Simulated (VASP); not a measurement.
Energy against volume of BP (zinc blende). Computed with LDA (Ceperley-Alder, Perdew-Zunger), VASP's LDA PAW potentials (set 64) (plane waves; VASP).

```csv
V (Å³/atom),E (eV/atom)
10.634,-7.17486
10.973,-7.19372
11.312,-7.19969
11.652,-7.19451
11.991,-7.17964
```

Task: Fit a third-order Birch-Murnaghan equation of state.

Result: 
The volume per atom comes out as 11.32 Å³/atom, the bulk modulus is 175 GPa and the pressure derivative of the bulk modulus is 3.78. The lattice constant a is 4.490 Å.

Measured: bulk modulus 176 GPa at 0 K (computed value off by -0.8 %), as given by Tamar Goldzak et al., The Journal of Chemical Physics (2022), arXiv:2208.04865 [0 K, zero-point effect removed]; a 4.525 Å at 0 K (computed value off by -0.8 %), as given by Daniel Mejia-Rodriguez et al., Physical Review B (2018), arXiv:1807.09216 [static lattice: zero-point anharmonic expansion removed].

The compound is BP in the zinc blende structure. It was relaxed first.
